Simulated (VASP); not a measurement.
OSZICAR of a VASP run on BaTiO3 (cubic perovskite):

### OSZICAR
```
       N       E                     dE             d eps       ncg     rms          rms(c)
DAV:   1     0.453497025354E+03    0.45350E+03   -0.21525E+04   960   0.180E+03
DAV:   2    -0.624202045310E+01   -0.45974E+03   -0.45280E+03  1184   0.489E+02
DAV:   3    -0.489820973628E+02   -0.42740E+02   -0.42181E+02  1424   0.144E+02
DAV:   4    -0.509614566532E+02   -0.19794E+01   -0.19782E+01  1352   0.278E+01
DAV:   5    -0.510338206052E+02   -0.72364E-01   -0.72359E-01  1376   0.378E+00    0.232E+01
DAV:   6    -0.401528886230E+02    0.10881E+02   -0.74955E+01  1456   0.765E+01    0.101E+01
DAV:   7    -0.401438412094E+02    0.90474E-02   -0.11856E+01  1200   0.251E+01    0.634E+00
DAV:   8    -0.399628719969E+02    0.18097E+00   -0.10682E+00  1240   0.994E+00    0.270E+00
DAV:   9    -0.399920676982E+02   -0.29196E-01   -0.23996E-01  1304   0.359E+00    0.119E+00
DAV:  10    -0.399798698966E+02    0.12198E-01   -0.84103E-02  1248   0.301E+00    0.402E-01
DAV:  11    -0.399787930150E+02    0.10769E-02   -0.72031E-03  1456   0.695E-01    0.616E-02
DAV:  12    -0.399788041190E+02   -0.11104E-04   -0.13942E-03  1136   0.399E-01    0.574E-02
DAV:  13    -0.399787651267E+02    0.38992E-04   -0.22320E-04  1312   0.112E-01    0.110E-02
DAV:  14    -0.399787721998E+02   -0.70732E-05   -0.27210E-05  1256   0.483E-02    0.204E-02
DAV:  15    -0.399787671940E+02    0.50059E-05   -0.16224E-05  1176   0.369E-02    0.279E-03
DAV:  16    -0.399787671806E+02    0.13347E-07   -0.10614E-06  1304   0.633E-03    0.175E-03
DAV:  17    -0.399787672284E+02   -0.47802E-07   -0.80275E-08   544   0.271E-03
   1 F= -.40846276E+02 E0= -.40846276E+02  d E =-.124958E-24
```

### Question
Which electronic solver shows in the log?

### Answer
It is blocked Davidson (ALGO = Normal, or the opening steps of other solvers). The INCAR had ALGO = Normal.

### Question
Can the final energy be trusted as converged?

### Answer
Self-consistency was reached. It stopped with EDIFF = 1E-7, NELM = 100 (PBE GGA with D3 dispersion (zero damping), plane waves, VASP's PBE PAW potentials (set 64)).

The compound is BaTiO3 in the cubic perovskite structure, the ideal cubic form; the compound distorts at low or room temperature. It was relaxed first.
